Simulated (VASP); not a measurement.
Given:

```
CELL_PARAMETERS angstrom
      2.45804     0.00000     0.00000
     -1.22902     2.12873     0.00000
      0.00000     0.00000    16.07765
ATOMIC_POSITIONS crystal
  C  0.00000 0.00000 0.50000
  C  0.66667 0.33333 0.50000
```

The numbers are results of r2SCAN meta-GGA, VASP's PBE PAW potentials (set 64) (plane waves; VASP), not measurements. Numerical set-up: 520 eV cut-off, 14×14×1 Γ-centred mesh, tetrahedra with Blöchl corrections, potentials C.

The cell holds a wide vacuum, so values per volume refer to the whole cell.

Predict the energy per atom (σ→0), band gap (over mesh and band path) with the smallest direct gap where there is one.

```json
{
  "band gap (over mesh and band path)": "none (metal, semimetal or under 0.01 eV)",
  "energy per atom (σ→0)": "-957.3 kJ/mol of atoms"
}
```

The absolute energy has meaning only against runs of the same code, potentials and settings.

The cell is a sheet with vacuum, built from a generated structure.
